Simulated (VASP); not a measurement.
A VASP calculation is set up with these files.

File POSCAR:
```
Bi3Au
1
    4.7450773287     0.0000000000     0.0000000000
    0.0000000000     4.7450773287     0.0000000000
   -0.0000000000     0.0000000000     4.7450773287
Bi Au
3 1
Direct
  0.0000000000   0.5000000000   0.5000000000
  0.5000000000   0.0000000000   0.5000000000
  0.5000000000   0.5000000000   0.0000000000
  0.0000000000   0.0000000000   0.0000000000
```

### INCAR
```
# general
SYSTEM   =  Bi3Au
PREC     =  Accurate
ENCUT    =  400   # plane-wave cut-off (eV)
LREAL    =  .FALSE.
LASPH    =  .TRUE.

# electronic loop
EDIFF    =  1E-7   # SCF stop (eV)
NELM     =  100
ALGO     =  Normal   # blocked Davidson
LMAXMIX  =  6

# smearing
ISMEAR   =  -5   # tetrahedra, Bloechl

# functional
GGA      =  PS   # PBEsol

# ions
ISIF     =  2   # forces and stress, cell fixed

# output
LWAVE    =  .FALSE.
LCHARG   =  .TRUE.
LORBIT   =  11   # lm-projected
NEDOS    =  601   # DOS grid

# other
LEFG     =  .TRUE.
```

KPOINTS:
```
K-points
0
G
 7 7 7
```

POTCAR, in this order: Bi_d Au (PBE.64 set). Program: vasp_std.

Task: Write an equivalent input for Ansatz.

Result: One equivalent input (not run):
Ansatz 0.2 input:
```yaml
crystal:
  lattice:
    - [4.7450773, 0.0000000, 0.0000000]
    - [0.0000000, 4.7450773, 0.0000000]
    - [0.0000000, 0.0000000, 4.7450773]
  atoms:
    - { symbol: Bi, position: [0.0000000, 0.5000000, 0.5000000] }
    - { symbol: Bi, position: [0.5000000, 0.0000000, 0.5000000] }
    - { symbol: Bi, position: [0.5000000, 0.5000000, 0.0000000] }
    - { symbol: Au, position: [0.0000000, 0.0000000, 0.0000000] }
kpoints:
  mp_grid: { grid: [7, 7, 7] }
hamiltonian:
  xc: pbesol
  pseudopotentials: { kind: paw }
scf:
  occupations: { method: tetrahedron }
  max_iter: 100
output: { forces: true, stress: true, eigenvalues: true }
```
Limits of the translation: each code has its own PAW files, so the cut-off isn't converted (ENCUT is set for VASP's; basis.ecutwfc is left out, and Ansatz then takes the one that its files recommend); Ansatz stops its SCF on the density residual and VASP on the energy change (EDIFF); the field gradients of LEFG aren't asked of the other code.

The structure comes from a computed database's Bi3Au entry (Pm-3m); how it stands against other phases isn't given here. It was relaxed first.
